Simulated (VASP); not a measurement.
An input for Quantum ESPRESSO's pw.x (written as the equivalent of a VASP run, and not itself run):

```
&CONTROL
  calculation = 'scf'
  pseudo_dir = './pseudo'
  outdir = './out'
  tprnfor = .true.
  tstress = .true.
/
&SYSTEM
  ibrav = 0
  nat = 5
  ntyp = 2
  ecutwfc = 80
  occupations = 'smearing'
  smearing = 'gaussian'
  degauss = 0.003675
  input_dft = 'pbe'
  noncolin = .true.
  lspinorb = .true.
/
&ELECTRONS
  conv_thr = 7.3e-08
  electron_maxstep = 100
/
ATOMIC_SPECIES
  Y 88.906 Y.upf
  Te 127.600 Te.upf
CELL_PARAMETERS angstrom
     4.8841370    0.0000000    0.0000000
    -2.4420680    4.2297870    0.0000000
     0.0000000    0.0000000    7.6102240
ATOMIC_POSITIONS crystal
  Y    0.3333330  0.6666670  0.2467000
  Y    0.6666670  0.3333330  0.7533000
  Te   0.0000000  0.0000000  0.0000000
  Te   0.3333330  0.6666670  0.6470000
  Te   0.6666670  0.3333330  0.3530000
K_POINTS automatic
  4 4 2 0 0 0
```

Question: Write the VASP files for the same calculation (PBE+SOC).

Answer: Several could match; the one computed here: 
### INCAR
```
SYSTEM = Y2Te3
PREC = Accurate; ENCUT = 300; LREAL = .False.
LASPH = .True.
EDIFF = 1E-6; NELM = 100; ALGO = Normal
LMAXMIX = 4
ISMEAR = 0; SIGMA = 0.05
GGA = PE; GGA_COMPAT = .False.
MAGMOM = 0.0 0.0 0.0 0.0 0.0 0.0 0.0 0.0 0.0 0.0 0.0 0.0 0.0 0.0 0.0
LSORBIT = .True.; LNONCOLLINEAR = .True.
ISIF = 2
LWAVE = .False.; LCHARG = .False.; LORBIT = 11
```

File KPOINTS:
```
Automatic mesh
0
Gamma
4 4 2
0 0 0
```

POSCAR:
```
Y2Te3
1
    4.8841370000     0.0000000000     0.0000000000
   -2.4420680000     4.2297870000     0.0000000000
    0.0000000000     0.0000000000     7.6102240000
Y Te
2 3
Direct
  0.3333330000   0.6666670000   0.2467000000
  0.6666670000   0.3333330000   0.7533000000
  0.0000000000   0.0000000000   0.0000000000
  0.3333330000   0.6666670000   0.6470000000
  0.6666670000   0.3333330000   0.3530000000
```

POTCAR, in this order: Y_sv Te (PBE.64 set). Program: vasp_ncl.

The two are equivalent in intent, not identical: the potentials are each code's own (VASP's PAW set, PseudoDojo norm-conserving files, fully relativistic, in pw.x), so ENCUT and ecutwfc are chosen apart and not converted; conv_thr bounds pw.x's estimated SCF error, while EDIFF bounds the energy change between steps.

The structure was generated: Y2Te3 was put into an ordered model structure, which need not be its known phase. The cell was not relaxed at this level. The run is one of a series of settings (GGA_COMPAT = .FALSE., LNONCOLLINEAR = .TRUE., LSORBIT = .TRUE., MAGMOM = 0.0 0.0 0.0 0.0 0.0 0.0 0.0 0.0 0.0 0.0 0.0 0.0 0.0 0.0 0.0, program vasp_ncl against the base run), some of them coarse on purpose.
